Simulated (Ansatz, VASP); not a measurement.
# ThBr4 in two plane-wave programs, part 2 of 2

Aim: how closely do two programs agree when they are given the same cell, functional and k mesh? Of the first pair: The structure shown is the end of the Ansatz relaxation below.

VASP 6.6.1 and Ansatz 0.2.0.

So far. Step 3 (VASP: single point, PBEsol, relaxed cell, pair 1): The run ends at a pressure of -0.18 GPa, with forces up to 0.016 eV/Å.

## Step 5: Ansatz: relaxation, PBEsol

Level of this step: Ansatz beside VASP: Kohn-Sham DFT, plane waves, PBEsol (Ansatz).

The two programs are compared at the cell with which this relaxation starts, whose forces are those of its first step.

The structure compared here is the start of the Ansatz relaxation; VASP solves that cell, so the two are compared at the walk's first step.

input.yaml reads:

```yaml
crystal:
  lattice:
    - [-4.4655, 4.4655, 3.9815]
    - [4.4655, -4.4655, 3.9815]
    - [4.4655, 4.4655, -3.9815]
  atoms:
    - { symbol: Th, position: [0.0, 0.0, 0.0] }
    - { symbol: Th, position: [0.75, 0.25, 0.5] }
    - { symbol: Br, position: [0.232, 0.921, 0.311] }
    - { symbol: Br, position: [0.671, 0.86, 0.189] }
    - { symbol: Br, position: [0.61, 0.921, 0.689] }
    - { symbol: Br, position: [0.671, 0.482, 0.811] }
    - { symbol: Br, position: [0.518, 0.329, 0.189] }
    - { symbol: Br, position: [0.079, 0.768, 0.689] }
    - { symbol: Br, position: [0.14, 0.329, 0.811] }
    - { symbol: Br, position: [0.079, 0.39, 0.311] }
kpoints:
  mp_grid: { grid: [4, 4, 4] }
hamiltonian:
  xc: pbesol
scf:
  occupations: { method: gaussian, width: 0.02 }
output:
  forces: true
  stress: true
  eigenvalues: true
relax:
  adjacent_minimum: "off"
  f_tol: 0.005
  max_steps: 80
  cell: { stress_tol: 0.05, fix: [volume] }
```

Run with:

```bash
$ ansatz run input.yaml --threads 16 --pin off --max-ram 61440MiB --backend cuda --events-out ev --progress --plain --runs-dir out
```

Numbers of over 12 decimals in the logs are rounded to 6 here.

The program printed:

```text
[...]
Crystal: 10 atoms, lattice volume = 317.575 Å³
Basis set: ecut = 420 eV, 6209 PW (Γ), exchange–correlation on 100×100×100 points (8 copies of the dense FFT grid, shifted against one another)
Bands: 50, of which v1, the nominal top of the filled ones, is band 40 counted from 1 (39 counted from 0)
Symmetry: 16 space group operations
[...]
k-points: 13 of 64
[...]
- { symbol: Th, position: [0.750000, 0.25, 0.500000] }
    - { symbol: Br, position: [0.241330, 0.926555, 0.314776] }
    - { symbol: Br, position: [0.676555, 0.861779, 0.185224] }
    - { symbol: Br, position: [0.611779, 0.926555, 0.685224] }
    - { symbol: Br, position: [0.676555, 0.491330, 0.814776] }
    - { symbol: Br, position: [0.508670, 0.323445, 0.185224] }
    - { symbol: Br, position: [0.073445, 0.758670, 0.685224] }
    - { symbol: Br, position: [0.138221, 0.323445, 0.814776] }
    - { symbol: Br, position: [0.073445, 0.388221, 0.314776] }
[key lines of the parts left out:]
SCF converged after 8 iterations
Fermi energy:    5.959501 eV
P = ⅓ Tr σ = -0.2504 GPa (-2.504 kbar)
```

## Step 6: VASP: single point, PBEsol, start cell, pair 2

The same cell, functional, mesh and smearing now go to VASP, with its own data sets.

INCAR reads:

```
SYSTEM = ThBr4
PREC = Accurate
ENCUT = 400
EDIFF = 1E-06
NELM = 200
ISMEAR = 0
SIGMA = 0.02
LREAL = .FALSE.
ALGO = Normal
GGA = PS
NBANDS = 50
LASPH = .TRUE.
LORBIT = 11
LWAVE = .FALSE.
LCHARG = .FALSE.
ISIF = 2
GGA_COMPAT = .FALSE.
EFERMI = MIDGAP
LMAXMIX = 6
KPAR = 2
```

POSCAR reads:

```
ThBr4
1.0
   -4.4655000000      4.4655000000      3.9815000000
    4.4655000000     -4.4655000000      3.9815000000
    4.4655000000      4.4655000000     -3.9815000000
Th Br
2 8
Direct
    0.0000000000      0.0000000000      0.0000000000
    0.7500000000      0.2500000000      0.5000000000
    0.2320000000      0.9210000000      0.3110000000
    0.6710000000      0.8600000000      0.1890000000
    0.6100000000      0.9210000000      0.6890000000
    0.6710000000      0.4820000000      0.8110000000
    0.5180000000      0.3290000000      0.1890000000
    0.0790000000      0.7680000000      0.6890000000
    0.1400000000      0.3290000000      0.8110000000
    0.0790000000      0.3900000000      0.3110000000
```

KPOINTS reads:

```
Automatic mesh
0
Gamma
4 4 4
0 0 0
```

The projector-augmented-wave data sets are Th and Br (PBE family, release 64).

Run with:

```bash
$ mpirun -np 2 vasp_std
```

The program printed:

```text
[banner, memory and clock lines left out]
running    2 mpi-ranks, on    1 nodes
[...]
[... a notice as in an earlier step ...]

 LDA part: xc-table for (Slater+PW92), standard interpolation
 POSCAR, INCAR and KPOINTS ok, starting setup
[...]
entering main loop
       N       E                     dE             d eps       ncg     rms          rms(c)
DAV:   1     0.689235346389E+03    0.68924E+03   -0.28581E+04  1300   0.114E+03
DAV:   2     0.450546710844E+02   -0.64418E+03   -0.63115E+03  1838   0.270E+02
DAV:   3    -0.479188189270E+02   -0.92973E+02   -0.92556E+02  1852   0.108E+02
DAV:   4    -0.507272014409E+02   -0.28084E+01   -0.27982E+01  1824   0.208E+01
[...]
DAV:  14    -0.482021030753E+02    0.37263E-04   -0.30162E-04  1864   0.639E-02    0.252E-02
DAV:  15    -0.482021039235E+02   -0.84826E-06   -0.35509E-05  1888   0.264E-02    0.486E-02
DAV:  16    -0.482021033564E+02    0.56709E-06   -0.43916E-06  1464   0.919E-03
   1 F= -.48202103E+02 E0= -.48202103E+02  d E =0.000000E+00
```

Parts of OUTCAR (step 6):

```text
  Total       -0.6352630     -0.6352630     -1.9839747      0.0000000     -0.0000000      0.0000000
  in kB       -3.2049203     -3.2049203    -10.0092100      0.0000000     -0.0000000      0.0000000
  external PRESSURE =      -5.4730169 kB  Pullay stress =       0.0000000 kB

 POSITION                                       TOTAL-FORCE (eV/Angst)
 -----------------------------------------------------------------------------------
      0.00000      0.00000      0.00000         0.000000     -0.000000     -0.000000
     -0.00000      4.46550      1.99075         0.000000     -0.000000     -0.000000
      4.46550     -1.68796      3.35242         0.000000      0.113318      0.111072
      1.68796      0.00000      5.34317        -0.113318     -0.000000      0.111072
      4.46550      1.68796      3.35242         0.000000     -0.113318      0.111072
      2.77754      4.46550      1.36167         0.113318     -0.000000      0.111072
      0.00000      1.68796      2.61983         0.000000     -0.113318     -0.111072
      6.15346      0.00000      0.62908        -0.113318     -0.000000     -0.111072
      4.46550      2.77754     -1.36167         0.000000      0.113318     -0.111072
      2.77754      0.00000      0.62908         0.113318     -0.000000     -0.111072
 -----------------------------------------------------------------------------------
    total drift:                                0.000000     -0.000000      0.000000

  FREE ENERGIE OF THE ION-ELECTRON SYSTEM (eV)
  ---------------------------------------------------
  free  energy   TOTEN  =       -48.2021033564 eV

  energy  without entropy=      -48.2021033564  energy(sigma->0) =      -48.20210336

[... 1 part as in an earlier step ...]

[... 2 further parts left out ...]
[key lines of the parts left out:]
E-fermi :   2.7442
```

The run ends at a pressure of -0.55 GPa, with forces up to 0.16 eV/Å.

## Step 7: Side by side

What differs besides the data sets and the points named for the pairs above, as far as they apply: the cutoff is 420 eV in Ansatz and 400 eV in VASP. Total energies have different zeros and are not compared.

Forces (eV/Å; atoms numbered as in POSCAR):

```tsv
atom	Ansatz x, y, z	VASP x, y, z
Th1	0.000, 0.000, 0.000	0.000, 0.000, 0.000
Th2	0.000, 0.000, 0.000	0.000, 0.000, 0.000
Br3	0.000, 0.100, 0.119	0.000, 0.113, 0.111
Br4	-0.100, 0.000, 0.119	-0.113, 0.000, 0.111
Br5	0.000, -0.100, 0.119	0.000, -0.113, 0.111
Br6	0.100, 0.000, 0.119	0.113, 0.000, 0.111
Br7	0.000, -0.100, -0.119	0.000, -0.113, -0.111
Br8	-0.100, 0.000, -0.119	-0.113, 0.000, -0.111
Br9	0.000, 0.100, -0.119	0.000, 0.113, -0.111
Br10	0.100, 0.000, -0.119	0.113, 0.000, -0.111
```

The forces differ by 8.0 meV/Å r.m.s., which is 9.8 % of the r.m.s. force of 0.082 eV/Å (both taken over all components).

## Step 8: What the set-up changes

Further runs change the set-up of one program: Ansatz's method, potentials or start, or VASP's data sets, cutoff or form of LDA. The table gives that difference for each run.

```tsv
run	r.m.s. force difference (meV/Å)
as above	8.0
VASP with a cutoff of 500 eV (perhaps on Ansatz's relaxed cell)	7.8
```

## Step 9: Results

| Property | Result |
| --- | --- |
| difference in gap on the k mesh (single point, PBEsol, relaxed cell, pair 1) | -0.047 eV |
| r.m.s. force difference (single point, PBEsol, relaxed cell, pair 1) | 7.8 meV/Å |
| r.m.s. force difference (single point, PBEsol, start cell, pair 2) | 8.0 meV/Å |

The r.m.s. force difference is 8.0 meV/Å (single point, PBEsol, start cell, pair 2), within the 12 meV/Å picked in this series as the mark of a large difference. How closely two codes agree says nothing of how well the functional describes the real material.

[Lines on the potential files, build, host, timing and source positions are cut from VASP's logs without a mark.]

[Logs are printed without paths, hosts, clocks, repeated set-up lines and the standing remarks that a program may print on its own settings, such as how far it seeks lower states.]

[Hosts, paths, dates, database ids (printed as entryN), source tags and the programs' standing remarks are cut or masked in the printed files.]

[Rows of further runs with another cutoff or data set may stand on the cell that Ansatz relaxed, not on the start cell of the pair above them.]
